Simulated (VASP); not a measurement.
Pt₃Ti (L1_2) is relaxed at rising pressure, each step from the one before. Symmetry mostly holds the structure type, and other phases were not tried. The mesh follows the cell, and a change of mesh leaves a small step in the series.

Consider the following.

```
CELL_PARAMETERS angstrom
      3.94530     0.00000     0.00000
      0.00000     3.94530     0.00000
      0.00000     0.00000     3.94530
ATOMIC_POSITIONS crystal
  Ti 0.00000 0.00000 0.00000
  Pt 0.00000 0.50000 0.50000
  Pt 0.50000 0.00000 0.50000
  Pt 0.50000 0.50000 0.00000
```

Method: PBE GGA, VASP's PBE PAW potentials (set 64) (plane waves; VASP). Run with 500 eV cut-off, 8×8×8 Γ-centred mesh, first-order Methfessel-Paxton smearing of 0.10 eV, potentials Ti_sv Pt.

Unless said otherwise, spin-orbit coupling is left out, though it shifts the bands of the heavy elements here.

| P (GPa) | V (Å³/atom) | H − H(0) (eV/atom) | space group | gap on the mesh (eV) | k-mesh |
|---|---|---|---|---|---|
| 0 | 15.35 | 0.000 | Pm-3m | 0.00 | 8×8×8 |
| 5 | 15.06 | 0.475 | Pm-3m | 0.00 | 8×8×8 |
| 10 | … | … | Pm-3m | 0.00 | 8×8×8 |
| 20 | 14.31 | 1.848 | Pm-3m | 0.00 | 8×8×8 |
| 30 | 13.92 | 2.729 | Pm-3m | 0.00 | 8×8×8 |
| 45 | … | … | Pm-3m | 0.00 | 8×8×8 |

Problem. What belongs in the gaps?

Solution. 
- 45, V (Å³/atom): 13.41
- 45, H − H(0) (eV/atom): 4.008
- 10, V (Å³/atom): 14.79
- 10, H − H(0) (eV/atom): 0.941

Pressures at which the relaxation failed are left out.

The compound is Pt3Ti in the L1_2 structure.
